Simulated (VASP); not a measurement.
# Pressure and energy of fcc Rh against volume with r2SCAN + rVV10: a worked problem on stress and energy slope

A crystal at rest should have zero pressure at the volume where its energy is lowest, yet in a plane-wave calculation the two conditions can pick slightly different volumes. The problem is to find how pressure and energy change as the cell of fcc Rh is scaled evenly, and whether the two columns agree. The answer matters wherever rhodium is strained, as in thin films and supported catalysts, because the same curve gives the bulk stiffness, one ingredient of the stress stored by a misfit. Volume changes are counted from the minimum of the fit to the energies, 13.65 Å³ per atom. Pressure is positive in compression, and energies are counted from the lowest point of the series.

## Computational details

A cell from a diffraction database, relaxed at this level and then scaled evenly, fractional positions kept. VASP 6.6.1, plane waves with PAW, r2SCAN + rVV10, cutoff 400 eV, k mesh 12×12×12, no spin polarisation, no spin-orbit coupling, static lattice. A Birch-Murnaghan fit to the energies has its minimum at 13.65 Å³ per atom.

Notes on method and selection:

- The pressure is that of a finite plane-wave basis, so it need not vanish exactly at the minimum of the energy.
- Only series whose fit has its minimum inside the range and an error under 0.5 meV per atom are shown.
- Where rows or columns differ in functional or spin-orbit coupling, non-spherical gradient terms in the PAW spheres (LASPH) may be on in some and off in others.
- Runs that did not converge, have known faults or may not be shown are not listed, and runs on Ansatz's PAW sets soft_1 and soft_2 are kept to separate tables.

Columns:

- volume change (%): volume relative to the fitted equilibrium volume.
- pressure (GPa): pressure from the stress tensor (positive: compressed).
- energy (meV/atom): energy per atom above the lowest point of the series.

## Computed values

| member | volume change (%) | pressure (GPa) | energy (meV/atom) |
| --- | --- | --- | --- |
| 12.78 Å³ | −6.36 | 21.47 | 57.7 |
| 13.05 Å³ | −4.37 | 13.39 | 26.0 |
| 13.33 Å³ | −2.38 | 6.23 | 7.3 |
| 13.60 Å³ | −0.39 | ? | ? |
| 13.87 Å³ | 1.61 | −5.70 | 3.0 |
| 14.14 Å³ | 3.60 | −10.64 | 14.8 |
| 14.41 Å³ | 5.59 | −14.99 | 34.5 |

Cells marked ? are withheld until the estimate has been made.

Least-squares fits to the members shown, with x = volume change (%); R² and errors in the fitted variable (y, or ln y where the fit is in ln y):

| y | members | fit | R² | rms residual | leave-one-out rms | the same for the mean of the others |
| --- | --- | --- | --- | --- | --- | --- |
| pressure (GPa) | 6 | y = −1.266 − 2.964 x + 0.09382 x² | 1.00 | 0.088 | 0.25 | 16 |
| energy (meV/atom) | 6 | y = −0.5095 − 0.7318 x + 1.292 x² | 1.00 | 1.3 | 3.7 | 22 |

## Mechanism

Solution, first part: the shape of the curves. The pressure falls from 21.47 GPa at the smallest cell to −14.99 GPa at the largest, and it falls ever more slowly. The two smallest cells lie −4.37 + 6.36 = 1.99 % apart, and the slope between them is (13.39 − 21.47) / 1.99 = −4.06 GPa per percent of volume; between the two largest it is (−14.99 + 10.64) / 1.99 = −2.19 GPa per percent. Across the middle, over 1.61 + 2.38 = 3.99 %, it is (−5.70 − 6.23) / 3.99 = −2.99 GPa per percent, which corresponds to a bulk modulus near 300 GPa, that of a stiff metal.

The softening on expansion follows from how the forces depend on distance. Compression raises the kinetic energy of the electrons and the repulsion between overlapping ions, both of which climb steeply as the atoms approach. Expansion works against the bonding of the partly filled 4d band, which weakens more gently with distance. The energy shows the same asymmetry: 57.7 meV per atom at −6.36 %, but 34.5 meV per atom at 5.59 %. The ratio is 57.7 / 34.5 = 1.67, where a parabola would give only (6.36 / 5.59)² = 1.29.

Second part: do the columns agree? The pressure should equal minus the slope of the energy. One step of 1.99 % is 1.99 × 13.65 / 100 = 0.272 Å³, and 1 GPa Å³ is 6.24 meV, so a pressure of 1 GPa does 0.272 × 6.24 = 1.70 meV of work per step. Between the two smallest cells the energy gives (57.7 − 26.0) / 1.70 = 18.6 GPa, while the mean of the two stresses is (21.47 + 13.39) / 2 = 17.4 GPa. Between the two largest it gives −(34.5 − 14.8) / 1.70 = −11.6 GPa, against a mean stress of −12.8 GPa.

The stress is thus lower by about 1.2 GPa at both ends. This is the sign expected of a finite basis: at fixed cutoff a larger cell gains plane waves, which lowers its energy a little further, and the stress tensor leaves out that gain. A single cutoff cannot prove this cause; if it is right, the gap should shrink at a higher cutoff, whereas a gap left by an inexact stress term of the functional would stay.

## An estimate before looking

Plain estimates from the members shown:

- 13.60 Å³, fit at x = −0.39: −0.10 GPa
- 13.60 Å³, straight-line interpolation between 13.33 Å³ and 13.87 Å³: w = (−0.39 − (−2.38)) / (1.61 − (−2.38)) = 0.499, so 6.23 + 0.499 × (−5.70 − 6.23) = 0.28 GPa

Third part: the pressure at 13.60 Å³. The straight line between the neighbours gives 0.28 GPa, which must be too high, since the pressure curve bends upwards and a chord lies above it. The quadratic fit gives −0.10 GPa, but its leave-one-out error is 0.25 GPa because the curvature itself changes along the series.

The volumes are evenly spaced, so a cubic through the two nearest members on each side is the better route. At the midpoint it gives

p = [4 × (6.23 − 5.70) − (13.39 − 10.64)] / 6 = −0.105 GPa.

The same kind of cubic can be tried on a shown member. For 13.33 Å³, from the two smallest cells and those at 13.87 and 14.14 Å³, it gives

−0.3 × 21.47 + 13.39 + 0.5 × (−5.70) − 0.2 × (−10.64) = 6.23 GPa,

in agreement with the table. The mirror-image test on 13.87 Å³ gives −0.3 × (−14.99) − 10.64 + 0.5 × 6.23 − 0.2 × 13.39 = −5.71 GPa, against −5.70 GPa in the table.

A value close to zero is also what the origin of the cell requires. The member at 13.60 Å³ is the unscaled one, relaxed on the stress, and a small remainder is normal once the basis is set up afresh for the final volume. No further shift is applied. The tests miss by 0.01 GPa or less; rounding of the volume change by 0.005 % adds up to 0.005 × 2.99 = 0.015 GPa, so the error is set at 0.02 GPa.

**Committed estimate, 13.60 Å³: pressure = −0.10 ± 0.02 GPa.**

## The answer

| member | volume change (%) | pressure (GPa) | energy (meV/atom) |
| --- | --- | --- | --- |
| 13.60 Å³ | −0.39 | −0.10 | 0.0 |

| member | estimate | pressure (GPa) | computed | estimate − computed | miss in error bars |
| --- | --- | --- | --- | --- | --- |
| 13.60 Å³ | committed | −0.10 | −0.10 | 0.00 | 0.0 |
| 13.60 Å³ | fit | −0.10 | −0.10 | 0.00 |  |
| 13.60 Å³ | interpolation | 0.28 | −0.10 | +0.38 |  |

The computed pressure is −0.10 GPa, equal to the estimate and well inside its error bar of 0.02 GPa. The quadratic fit gives the same value, so the cubic through four neighbours gained nothing over it here. The straight line is 0.38 GPa too high. Its miss follows from the curvature of the pressure curve, 0.09382 × 1.99 × 2.00 = 0.37 GPa, as expected for a chord above a curve that bends upwards.

The result also fits the account of the finite basis. The stress nearly vanishes at 13.60 Å³, while the fitted energy has its minimum at 13.65 Å³, where the pressure fit gives −1.27 GPa. That is close to the gap of about 1.2 GPa found between stress and energy slope at both ends of the series. The two columns therefore differ by a nearly constant pressure, with the sign that an incomplete plane-wave basis produces.

## Where the trend breaks

None stands out. The quadratic fit misses the pressures by at most about 0.1 GPa and the energies by about 1.3 meV per atom, in both columns too low at the smallest cell and too high at the largest. This regular pattern comes from the missing cubic term: the curvature itself weakens as the cell expands.

## Closing remarks

Between −6.36 and 5.59 % the pressure is a smooth curve, and near equilibrium 1 % of volume costs about 3 GPa. A cubic through four neighbours reproduced each of the three inner members tried to 0.01 GPa or better, so a further volume well inside the range can be estimated about as closely.

For the lattice parameter, the energy minimum gives (4 × 13.65)^(1/3) = 3.794 Å and the cell relaxed on the stress (4 × 13.60)^(1/3) = 3.789 Å. The choice between them matters little for most uses, but pressures read from the stress should be raised by about 1.2 GPa before they are compared with the energy curve.

The static lattice leaves out a pressure that is small beside the 36 GPa spanned by the table. Lattice vibrations at room temperature would add roughly 2 GPa of outward pressure (a Grüneisen parameter of about 2 times a vibrational energy of roughly 80 meV per atom, divided by the volume per atom), which enlarges the equilibrium volume by somewhat under 1 %.
